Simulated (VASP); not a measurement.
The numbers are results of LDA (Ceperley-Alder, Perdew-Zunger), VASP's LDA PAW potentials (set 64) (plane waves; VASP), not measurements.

Input for VASP

**KPOINTS**
```
K-points
0
gamma
  10 10 10
```

### INCAR
```
SYSTEM = CaO
PREC = Accurate; ENCUT = 520; LREAL = .FALSE.
LASPH = .TRUE.
EDIFF = 1E-7; NELM = 100; ALGO = Normal
ISMEAR = 0; SIGMA = 0.05
ISIF = 2
LWAVE = .FALSE.; LCHARG = .FALSE.
```

### POSCAR
```
CaO
4.8121140
  0.0000000000   0.4999999834   0.4999999834
  0.4999999834   0.0000000000   0.4999999834
  0.4999999834   0.4999999834   0.0000000000
Ca O
1 1
direct
  0.0000000000   0.0000000000   0.0000000000
  0.5000000000   0.5000000000   0.5000000000
```

POTCAR, in this order: Ca_sv O (LDA.64 set). Program: vasp_std.

Output

**OUTCAR**
```
 ion  position               nearest neighbor table
   1  0.000  0.000  0.000-   2 2.41   2 2.41   2 2.41   2 2.41   2 2.41   2 2.41
   2  0.500  0.500  0.500-   1 2.41   1 2.41   1 2.41   1 2.41   1 2.41   1 2.41
  LATTYP: Found a face centered cubic cell.
 ALAT       =     4.8121138402
 Subroutine PRICEL returns:
 Original cell was already a primitive cell.
 Subroutine GETGRP returns: Found 48 space group operations
The static configuration has the point symmetry O_h .
The dynamic configuration has the point symmetry O_h .
 Subroutine INISYM returns: Found 48 space group operations
 Subroutine IBZKPT returns following result:
 Found     47 irreducible k-points:

 Following reciprocal coordinates:
            Coordinates               Weight
  0.000000  0.000000  0.000000      1.000000
  0.100000  0.000000  0.000000      8.000000
  0.200000  0.000000  0.000000      8.000000
  0.300000  0.000000  0.000000      8.000000
  0.400000  0.000000  0.000000      8.000000
  0.500000  0.000000  0.000000      4.000000
  0.100000  0.100000  0.000000      6.000000
  0.200000  0.100000  0.000000     24.000000
  0.300000  0.100000  0.000000     24.000000
...
```

File OSZICAR:
```
       N       E                     dE             d eps       ncg     rms          rms(c)
DAV:   1     0.125927172336E+03    0.12593E+03   -0.86371E+03  1128   0.135E+03
DAV:   2    -0.909126452043E+01   -0.13502E+03   -0.12732E+03  1300   0.335E+02
DAV:   3    -0.156642945538E+02   -0.65730E+01   -0.65138E+01  1460   0.750E+01
DAV:   4    -0.158857755445E+02   -0.22148E+00   -0.22127E+00  1596   0.128E+01
DAV:   5    -0.158895368662E+02   -0.37613E-02   -0.37611E-02  1408   0.158E+00    0.844E+00
DAV:   6    -0.143115201257E+02    0.15780E+01   -0.85766E+00  1304   0.270E+01    0.381E+00
DAV:   7    -0.142200013272E+02    0.91519E-01   -0.74444E-01  1540   0.853E+00    0.173E+00
DAV:   8    -0.141907071499E+02    0.29294E-01   -0.77835E-02  1288   0.312E+00    0.358E-01
DAV:   9    -0.141885822662E+02    0.21249E-02   -0.14901E-02  1468   0.981E-01    0.112E-01
DAV:  10    -0.141886782283E+02   -0.95962E-04   -0.11176E-03  1284   0.338E-01    0.212E-02
DAV:  11    -0.141886904781E+02   -0.12250E-04   -0.12500E-04  1708   0.913E-02    0.218E-02
DAV:  12    -0.141886822350E+02    0.82431E-05   -0.27354E-05  1368   0.555E-02    0.186E-03
DAV:  13    -0.141886823959E+02   -0.16099E-06   -0.21627E-06  1552   0.138E-02    0.476E-04
DAV:  14    -0.141886823915E+02    0.44099E-08   -0.77372E-08   844   0.304E-03
   1 F= -.14188682E+02 E0= -.14188682E+02  d E =-.589749E-15
```

File OUTCAR:
```
------------------------ aborting loop because EDIFF is reached ----------------------------------------
  FORCE on cell =-STRESS in cart. coord.  units (eV):
  Direction    XX          YY          ZZ          XY          YZ          ZX
  --------------------------------------------------------------------------------------
  Total       -1.1445428     -1.1445428     -1.1445428      0.0000000      0.0000000     -0.0000000
  in kB      -65.8256142    -65.8256142    -65.8256142      0.0000000      0.0000000     -0.0000000
  external PRESSURE =     -65.8256142 kB  Pullay stress =       0.0000000 kB
  volume of cell :       27.86
      direct lattice vectors                 reciprocal lattice vectors
     0.000000000  2.406056920  2.406056920    -0.207808883  0.207808883  0.207808883
     2.406056920  0.000000000  2.406056920     0.207808883 -0.207808883  0.207808883
     2.406056920  2.406056920  0.000000000     0.207808883  0.207808883 -0.207808883
  FREE ENERGIE OF THE ION-ELECTRON SYSTEM (eV)
  ---------------------------------------------------
  free  energy   TOTEN  =       -14.1886823915 eV

  energy  without entropy=      -14.1886823915  energy(sigma->0) =      -14.18868239
```
(Selected blocks of OUTCAR.)

The compound is CaO in the rock salt structure. This cell is one point of a volume scan, at 1.06 of the reference volume.
